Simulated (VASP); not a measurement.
Here is a VASP 6.6.1 calculation.

The input POSCAR:

```
Sb2TeO2
1.0
    3.9058100000      0.0000000000      0.0000000000
    0.0000000000     12.5464100000      0.0000000000
    0.0000000000      0.0000000000      3.9007200000
Sb Te O
4 2 4
Direct
    0.5321070000      0.1539610000      0.5000000000
    0.0321070000      0.3460390000      0.0000000000
    0.9678930000      0.6539610000      0.0000000000
    0.4678930000      0.8460390000      0.5000000000
    0.0000000000      0.0000000000      0.0000000000
    0.5000000000      0.5000000000      0.5000000000
    0.0110860000      0.2502090000      0.5000000000
    0.5110860000      0.2497910000      0.0000000000
    0.4889140000      0.7502090000      0.0000000000
    0.9889140000      0.7497910000      0.5000000000
```

The input INCAR.step1:

```
PREC = Accurate
ENCUT = 520
EDIFF = 1E-7
ISMEAR = 0
SIGMA = 0.1
LREAL = F
LASPH = T
NELM = 100
ALGO = Normal
ISIF = 2
LWAVE = F
LCHARG = T
GGA = PE
KPAR = 4
```

File KPOINTS.step1:

```
regular mesh
0
Gamma
  8 4 8
```

INCAR.step2

```
PREC = Accurate
ENCUT = 520
EDIFF = 1E-7
ISMEAR = 0
SIGMA = 0.05
LREAL = F
LASPH = T
NELM = 100
ALGO = Normal
ISIF = 2
LWAVE = F
LCHARG = F
GGA = PE
KPAR = 4
ICHARG = 11
```

Contents of KPOINTS.step2:

```
path GXSYGZURTZ,YT,UX,SR
15
line-mode
reciprocal
 0.0000000000  0.0000000000  0.0000000000  G
 0.0000000000  0.0000000000  0.5000000000  X

 0.0000000000  0.0000000000  0.5000000000  X
 0.5000000000  0.0000000000  0.5000000000  S

 0.5000000000  0.0000000000  0.5000000000  S
 0.5000000000  0.0000000000  0.0000000000  Y

 0.5000000000  0.0000000000  0.0000000000  Y
 0.0000000000  0.0000000000  0.0000000000  G

 0.0000000000  0.0000000000  0.0000000000  G
 0.0000000000  0.5000000000  0.0000000000  Z

 0.0000000000  0.5000000000  0.0000000000  Z
 0.0000000000  0.5000000000  0.5000000000  U

 0.0000000000  0.5000000000  0.5000000000  U
 0.5000000000  0.5000000000  0.5000000000  R

 0.5000000000  0.5000000000  0.5000000000  R
 0.5000000000  0.5000000000  0.0000000000  T

 0.5000000000  0.5000000000  0.0000000000  T
 0.0000000000  0.5000000000  0.0000000000  Z

 0.5000000000  0.0000000000  0.0000000000  Y
 0.5000000000  0.5000000000  0.0000000000  T

 0.0000000000  0.5000000000  0.5000000000  U
 0.0000000000  0.0000000000  0.5000000000  X

 0.5000000000  0.0000000000  0.5000000000  S
 0.5000000000  0.5000000000  0.5000000000  R
```

Potentials or basis: VASP PAW PBE potentials, release 64 (Sb, Te, O).

The run is started by

```sh
$ cat potpaw_PBE.64/Sb/POTCAR potpaw_PBE.64/Te/POTCAR potpaw_PBE.64/O/POTCAR > POTCAR
$ cp INCAR.step1 INCAR
$ cp KPOINTS.step1 KPOINTS
$ mpirun -np 4 vasp_std > vasp.out
$ cp INCAR.step2 INCAR
$ cp KPOINTS.step2 KPOINTS
$ mpirun -np 4 vasp_std > vasp.out
```

(1) Estimate the band gap along the path.

Results:

(1) none (metal or under the smearing width).

Caveat: spin-orbit coupling is left out, which moves the levels of the heavy elements.
